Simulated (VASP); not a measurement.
Data:

```
CELL_PARAMETERS angstrom
      0.00000     2.33600     2.33600
      2.33600     0.00000     2.33600
      2.33600     2.33600     0.00000
ATOMIC_POSITIONS crystal
  Zr 0.01605 0.98395 0.01605
  C  0.50000 0.50000 0.50000
```

The numbers are results of PBEsol GGA, VASP's PBE PAW potentials (set 64) (plane waves; VASP), not measurements. Settings: 600 eV cut-off, 12×12×12 Γ-centred mesh, first-order Methfessel-Paxton smearing of 0.10 eV, potentials Zr_sv C.

Question: Which forces act on the atoms, in eV/Å?

Answer: 
```json
[
 {"atom": "Zr1", "Fx": "0.000", "Fy": "-0.538", "Fz": "0.000"},
 {"atom": "C2", "Fx": "0.000", "Fy": "0.538", "Fz": "0.000"}
]
```

Question: Give the stress tensor in GPa (positive for a compressed cell).

Answer: 
```
-0.18   0.00   0.00
 0.00   1.32   0.00
 0.00   0.00  -0.18
```
The pressure is its mean diagonal, 0.32 GPa.

The compound is ZrC in the rock salt structure. This cell was strained or had an atom moved on purpose.
